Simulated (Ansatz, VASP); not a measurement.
# ScGa3 in two plane-wave programs

Aim: how closely do two programs agree when they are given the same cell, functional and k mesh? The cell is taken from a series of runs on this material, whose earlier steps may have relaxed, scaled, displaced or heated it; both programs get it as it stands.

Program: Ansatz 0.2.0. Level of theory: plane waves, with VASP 6.6.1 beside it; zone-centre phonons at PBEsol. Results are calculated unless marked as measured.

## Step 1: Starting point

It takes space group Pm-3m (No. 221, cubic). The conventional cell has a = 4.095 Å, b = 4.095 Å, c = 4.095 Å, α = 90.00°, β = 90.00°, γ = 90.00°. Sc has 12 Ga at 2.90 Å nearest. Nearest to Ga lie 4 Sc at 2.90 Å and 8 Ga at 2.90 Å. Farther neighbours are not listed.

## Step 2: Ansatz: zone-centre phonons, PBEsol

Ansatz runs on its PAW soft_1 files.

Second derivatives magnify differences that forces hide, and they need a tight electronic threshold.

input.yaml reads:

```yaml
crystal:
  lattice:
    - [4.095, 0.0, 0.0]
    - [0.0, 4.095, 0.0]
    - [0.0, 0.0, 4.095]
  atoms:
    - { symbol: Sc, position: [0.0, 0.0, 0.0] }
    - { symbol: Ga, position: [0.0, 0.5, 0.5] }
    - { symbol: Ga, position: [0.5, 0.0, 0.5] }
    - { symbol: Ga, position: [0.5, 0.5, 0.0] }
kpoints:
  mp_grid: { grid: [12, 12, 12] }
hamiltonian:
  xc: pbesol
  pseudopotentials: { kind: paw, azcp: { folder: soft_1 }, xc_functional: pbe }
scf:
  occupations: { method: methfessel_paxton, width: 0.2 }
output:
  eigenvalues: true
phonons:
  method: dfpt
  qmesh: [2, 2, 2]
  temperatures: { t_max: 1000, t_step: 50 }
  qpath:
    path:
      - [[0.0, 0.0, 0.0], [0.0, 0.5, 0.0], [0.5, 0.5, 0.0], [0.0, 0.0, 0.0], [0.5, 0.5, 0.5], [0.0, 0.5, 0.0]]
      - [[0.5, 0.5, 0.5], [0.5, 0.5, 0.0]]
    npoints: 10
```

Run with:

```console
ansatz run input.yaml --threads 4 --pin off --max-ram 15360MiB --backend cpu --events-out ev --progress --plain --runs-dir out
```

Numbers of over 12 decimals in the logs are rounded to 6 here.

Log:

```text
Engine: ansatz 0.2.0, aarch64-unknown-linux-gnu
Pseudopotentials: kind: paw
Pseudopotential: Sc, paw, valence charge 11, recommended cutoff 420 eV (normal), soft_1/Sc.paw.azcp
Pseudopotential: Ga, paw, valence charge 13, recommended cutoff 420 eV (normal), soft_1/Ga.paw.azcp
Functional definition: PBEsol
  exchange = pbesol_x
  correlation = pbesol_c
Crystal: 4 atoms, lattice volume = 68.669 Å³
Basis set: ecut = 420 eV, 1357 PW (Γ), exchange–correlation on 60×60×60 points (8 copies of the dense FFT grid, shifted against one another)
Bands: 30, of which v1, the nominal top of the filled ones, is band 25 counted from 1 (24 counted from 0)
Symmetry: 48 space group operations
k-points: 84 of 1728
Non-local potential: Sc, projectors of the file, l = 0: 3, l = 1: 2, l = 2: 3, l = 3: 1
Non-local potential: Ga, projectors of the file, l = 0: 2, l = 1: 2, l = 2: 3, l = 3: 1
PAW form: soft (Blöchl's): semilocal exchange-correlation on the pseudo side does not see the compensation charge
PAW frozen core: Sc, regenerated for the run's functional, and the local potential with it (the file was generated under x = pbe(κ = 0.804, μ = 0.219515), c = pbe(β = 0.066725))
PAW frozen core: Ga, regenerated for the run's functional, and the local potential with it (the file was generated under x = pbe(κ = 0.804, μ = 0.219515), c = pbe(β = 0.066725))
PAW one-centre angular grid: Sc, 590 points (default); XC on 64 Gauss nodes
PAW one-centre angular grid: Ga, 590 points (default); XC on 64 Gauss nodes
Initial density: superposition of atomic densities (chi_scale 0.1, normalization cell, long waves kept (reshape's long-wave potential 0.00 eV rms))
Initial wavefunctions: pseudopotential atomic-orbital guess
Functional: x = pbesol(κ = 0.804, μ = 0.123457), c = pbesol(β = 0.046)
SCF iter   1: F=—  HF=-13344.064303 eV  |F-HF|=—  |Δ(HF+E_count)|=         —  Δρ=5.11e-2  dr2=4.01e0  ethr=3.10e-3  ⟨swp⟩=5.3  Hψ=8788  notcnv=0
preconditioner: auto → Kerker (q_TF=auto, 2.588 Å⁻¹)  [metal: Δε(μ)=0.066 eV  Ē_g=14.395 eV  σ=0.200 eV  W_gap=0.26  n_scr=18 (ndim 8)  ℏωp=31.0 eV  f_vac=0.000  D(μ)=1.28/eV (n_scr^D=6)]
SCF iter   2: F=—  HF=-13343.310003 eV  |F-HF|=—  |Δ(HF+E_count)|=   7.54e-1  S|Δr|=    0.00e0  Δρ=2.45e-2  dr2=4.33e-1  ethr=3.10e-3  ⟨swp⟩=2.3  Hψ=5408  notcnv=0  defer=15
SCF iter   3: F=—  HF=-13343.231232 eV  |F-HF|=—  |Δ(HF+E_count)|=   7.88e-2  S|Δr|=    0.00e0  Δρ=1.37e-2  dr2=1.99e-1  ethr=8.66e-4  ⟨swp⟩=2.3  Hψ=4650  notcnv=0  defer=15
SCF iter   4: F=—  HF=-13343.188409 eV  |F-HF|=—  |Δ(HF+E_count)|=   4.28e-2  S|Δr|=    0.00e0  Δρ=4.95e-3  dr2=1.44e-2  ethr=3.97e-4  ⟨swp⟩=2.0  Hψ=4669  notcnv=0  defer=15
SCF iter   5: F=—  HF=-13343.184032 eV  |F-HF|=—  |Δ(HF+E_count)|=   4.38e-3  S|Δr|=    0.00e0  Δρ=1.64e-3  dr2=1.98e-3  ethr=2.88e-5  ⟨swp⟩=2.0  Hψ=4300  notcnv=0  defer=15
SCF iter   6: F=—  HF=-13343.183666 eV  |F-HF|=—  |Δ(HF+E_count)|=   3.67e-4  S|Δr|=    0.00e0  Δρ=3.74e-4  dr2=1.06e-4  ethr=3.96e-6  ⟨swp⟩=2.0  Hψ=3013  notcnv=0  defer=15
SCF iter   7: F=—  HF=-13343.183684 eV  |F-HF|=—  |Δ(HF+E_count)|=   1.81e-5  S|Δr|=    0.00e0  Δρ=1.37e-4  dr2=1.52e-5  ethr=2.11e-7  ⟨swp⟩=2.0  Hψ=4222  notcnv=0  defer=15
SCF iter   8: F=—  HF=-13343.183679 eV  |F-HF|=—  |Δ(HF+E_count)|=   4.18e-6  S|Δr|=    0.00e0  Δρ=2.50e-5  dr2=2.87e-7  ethr=3.03e-8  ⟨swp⟩=2.0  Hψ=3016  notcnv=0  defer=15
SCF iter   9: F=—  HF=-13343.183678 eV  |F-HF|=—  |Δ(HF+E_count)|=   1.05e-6  S|Δr|=    0.00e0  Δρ=6.30e-6  dr2=2.53e-8  ethr=5.74e-10  ⟨swp⟩=2.0  Hψ=4560  notcnv=0  defer=15
SCF iter  10: F=—  HF=-13343.183678 eV  |F-HF|=—  |Δ(HF+E_count)|=   2.76e-9  S|Δr|=    0.00e0  Δρ=1.17e-6  dr2=8.44e-10  ethr=5.05e-11  ⟨swp⟩=2.8  Hψ=4155  notcnv=0  defer=15
SCF iter  11: F=—  HF=-13343.183678 eV  |F-HF|=—  |Δ(HF+E_count)|=  1.09e-10  S|Δr|=    0.00e0  Δρ=2.56e-7  dr2=4.13e-11  ethr=1.69e-12  ⟨swp⟩=3.0  Hψ=4354  notcnv=0  defer=15
SCF iter  12: F=-13343.183678 eV  HF=-13343.183678 eV  |F-HF|=3.64e-12  |Δ(HF+E_count)|=  3.64e-12  S|Δr|=    0.00e0  Δρ=4.15e-8  dr2=1.10e-12  ethr=1.00e-12  ⟨swp⟩=5.7  Hψ=10065  notcnv=0
the search or the solves at the SCF's close seem to have found levels that the self-consistency loop had missed (the run counts 1). By its estimate they hold under 1e-12 electrons; where the run keeps them, the occupations were computed again with them
SCF 1 converged in 12 iterations: F = -13343.183678 eV  dr2 = 1.10e-12
  greatest PAW one-centre occupation: 0.998 electrons in one spin orbital (limit 2), on the Sc atom at site 0 (counted from 0), in its partial waves of l = 0
Initial density: read from a saved state, or passed on in memory by an earlier SCF of this step, an earlier step, the calling program or the single point that the run made first
iter 1 solved again at ethr=5.28e-8 eV; its pass at ethr=3.10e-3 eV (dr2=2.64e-5 eV) is discarded
SCF iter   1: F=—  HF=-13343.183678 eV  |F-HF|=—  |Δ(HF+E_count)|=         —  Δρ=2.32e-7  dr2=1.89e-11  ethr=5.28e-8  ⟨swp⟩=2.9  Hψ=14937  notcnv=0
eigensolver tolerance schedule: the retry pair's looser diagonalisation over-reported the residual by 1395358.93 of it (diagonalisation noise at an unbounded share of the residual, at the tolerance the schedule requests for it); recorded, not acted on — ethr = c·dr2/N_el stays at c = 1.0e-1
preconditioner: auto → Kerker (q_TF=auto, 2.588 Å⁻¹)  [metal: Δε(μ)=0.061 eV  Ē_g=15.888 eV  σ=0.200 eV  W_gap=0.25  n_scr=18 (ndim 8)  ℏωp=31.0 eV  f_vac=0.000  D(μ)=1.33/eV (n_scr^D=6)]
SCF iter   2: F=—  HF=-13343.183678 eV  |F-HF|=—  |Δ(HF+E_count)|=   8.14e-7  S|Δr|=    0.00e0  Δρ=7.92e-8  dr2=2.22e-12  ethr=1.00e-12  ⟨swp⟩=2.6  Hψ=10737  notcnv=0
SCF iter   3: F=—  HF=-13343.183678 eV  |F-HF|=—  |Δ(HF+E_count)|=  7.28e-12  S|Δr|=    0.00e0  Δρ=7.74e-8  dr2=1.68e-12  ethr=1.00e-12  ⟨swp⟩=2.9  Hψ=5757  notcnv=0
SCF iter   4: F=-13343.183678 eV  HF=-13343.183678 eV  |F-HF|=3.64e-12  |Δ(HF+E_count)|=    0.00e0  S|Δr|=    0.00e0  Δρ=6.53e-8  dr2=1.31e-12  ethr=1.00e-12  ⟨swp⟩=2.0  Hψ=4316  notcnv=0
SCF 2 converged in 4 iterations: F = -13343.183678 eV  dr2 = 1.31e-12
phonons: the bands overlap, so this run is a metal and interpolates without the dipole-dipole term. If the crystal is really an insulator or semiconductor, its LO-TO splitting is missing
NSCF: frozen V_eff on 84 k-points
NSCF: frozen V_eff on 343 k-points
DFPT response loops at q = (0, 0, 0) (fractional): preconditioner auto → Kerker (q_TF=auto, 2.588 Å⁻¹) (partly filled bands, converged f_vac=0.000); β = 1.00, the filter's whole step (`scf.mixing.beta` (0.50) is not read by the response loops under this deck's `scf.mixing.preconditioner`; to damp them name `kerker` or `kerker_dos`, under which they read `scf.mixing.beta`, and type it under 1.00, their step now; both keys bind the ground state too); Broyden in place of MSR1
NSCF: frozen V_eff on 686 k-points
DFPT response loops at q = (0, 0, -0.5) (fractional): mixed as the last ones told, above
NSCF: frozen V_eff on 686 k-points
DFPT response loops at q = (0, -0.5, -0.5) (fractional): mixed as the last ones told, above
NSCF: frozen V_eff on 686 k-points
DFPT response loops at q = (-0.5, -0.5, -0.5) (fractional): mixed as the last ones told, above
SCF converged after 12 iterations
Stability not checked: this state was not tested for a lower state beside it, because cold or Methfessel-Paxton smearing, or corrected tetrahedra, fill the levels in a way that the test cannot read (fill_not_monotonic; see scf.lower_state_search)
Free energy (F): -13343.183678 eV
Harris-Foulkes:  -13343.183678 eV  (|F-HF|=3.64e-12)
Internal energy: -13343.185808 eV  (E = F + TS)
E sigma→0 (E₀):  -13343.184211 eV
Entropy (-TS):   0.002130 eV (0.532 meV/atom)
Fermi energy:    11.718633 eV
--- Per-component energies (eV) ---
  E_band       = -176.399595
  E_kinetic    = 546.682561
  E_local      = -4295.140707  (includes V_loc(G=0)·N_el)
  E_nonlocal   = -139.625107
  E_hartree    = 2683.035693
  E_xc         = -277.215141
  E_vxc        = -277.768704  (∫ρ·V_xc dr)
  E_paw        = -6813.561703  (= ΣΔE_a)
  E_vpaw       = -1376.618609  (= ΣTr[D̂ρ^β])
  E_aug_tail   = -0.000406  (compensation charges beyond the density's cutoff)
  E_ewald      = -5050.078961
  E_core_change = 2.717963  (= ΣΔE_core)
  E_smearing   = 0.002130  (= −TS)
  E_closure    = 0.000000  (closes the sum)
  Σ components = -13343.183678   (vs F -13343.183678, Δ=0.00e0)
--- Band table (eV; the first three rows and the last of 84) ---
  k-point 0: bands = [... 21 lower, 8.5164, 9.7259, 9.7259, 9.7259, 13.4252, 13.4252, 13.4252, 14.7012, ... 1 higher]
  k-point 1: bands = [... 21 lower, 8.5698, 9.7483, 9.7483, 10.2232, 13.3660, 13.3660, 13.4321, 14.6866, ... 1 higher]
  k-point 2: bands = [... 21 lower, 8.7303, 9.8088, 9.8088, 10.9405, 13.2369, 13.2369, 13.4508, 13.7890, ... 1 higher]
  k-point 83: bands = [... 21 lower, 6.0356, 7.1723, 8.6206, 8.6206, 8.6206, 13.9798, 14.2219, 14.2219, ... 1 higher]
--- Phonons (Γ-DFPT): 3 representative perturbations + reference (Σ response iterations 9) ---
  ASR residual: 3.049e-5 → 0.000e0 eV/Å²; symmetrization residual: 1.696e-5 eV/Å²
  ASR residual per site (eV/Å²): 1.54e-5 3.05e-5 3.05e-5 3.05e-5
  Γ frequencies (cm⁻¹): 0.00 0.00 0.00 126.00 126.00 126.00 127.81 127.81 127.81 241.42 241.42 241.42
--- Phonons (arbitrary-q DFPT): 4 irreducible q on the 2×2×2 mesh ---
  q = [0.0000, 0.0000, 0.0000] (star 1, of the zone-centre solve; hermiticity 4.89e-6, symmetrization 4.86e-12): -0.00 -0.00 -0.00 126.00 126.00 126.00 127.81 127.81 127.81 241.42 241.42 241.42
  q = [0.0000, 0.0000, -0.5000] (star 3, 7 solved perturbations in 2107 linear systems a pass and spin channel, the states on 343 of 1728 k-point pairs; hermiticity 2.14e-6, symmetrization 2.50e-12): 92.76 92.76 96.48 96.48 125.55 145.66 151.13 151.13 152.68 202.95 226.45 226.45
  q = [0.0000, -0.5000, -0.5000] (star 3, 7 solved perturbations in 2107 linear systems a pass and spin channel, the states on 343 of 1728 k-point pairs; hermiticity 1.88e-6, symmetrization 5.18e-13): 77.09 113.83 117.62 120.64 120.64 131.54 131.54 133.53 166.08 206.20 223.84 223.84
  q = [-0.5000, -0.5000, -0.5000] (star 1, 3 solved perturbations in 735 linear systems a pass and spin channel, the states on 343 of 1728 k-point pairs; hermiticity 1.76e-6, symmetrization 5.20e-12): 52.99 52.99 116.39 116.39 116.39 117.67 117.67 117.67 151.49 249.60 249.60 249.60
  sum rule: each row above includes the acoustic sum rule's correction from the zone centre's row sums; it moved no ω² by more than (0.34 cm⁻¹)²
  mesh force constants: q→R imaginary residual 1.34e-17; ASR residual 3.049e-5 → 0.000e0 eV/Å²; symmetrization residual 5.329e-15 eV/Å²
  interpolated dispersion: 62 rows × 12 modes
  density of states and harmonic sums: on the 16×16×16 q-mesh, interpolated from the force constants of a 2×2×2 supercell (no non-analytic term)
  largest difference from the sums on the solved wave vectors: F 8.71e-2 eV, S 1.19e-4 and C_V 3.23e-5 eV/K
  zero-point energy: 0.107672 eV/cell   skipped modes (ω ≤ 0): 3   left out of the sums: 6.10e-5 of the cell's modes: C_V's classical limit lies that fraction below 3 k_B per atom; for a crystal, a wire or a layer, F and S can be off by more, and a phonons.interpolated_qmesh denser along its periods is the remedy for the sampling
```

(Continued in part 2 of 2.)

[Lines on the potential files, build, host, timing and source positions are cut from VASP's logs without a mark.]

[Logs are printed without paths, hosts, clocks, repeated set-up lines and the standing remarks that a program may print on its own settings, such as how far it seeks lower states.]

[Hosts, paths, dates, database ids (printed as entryN), source tags and the programs' standing remarks are cut or masked in the printed files.]
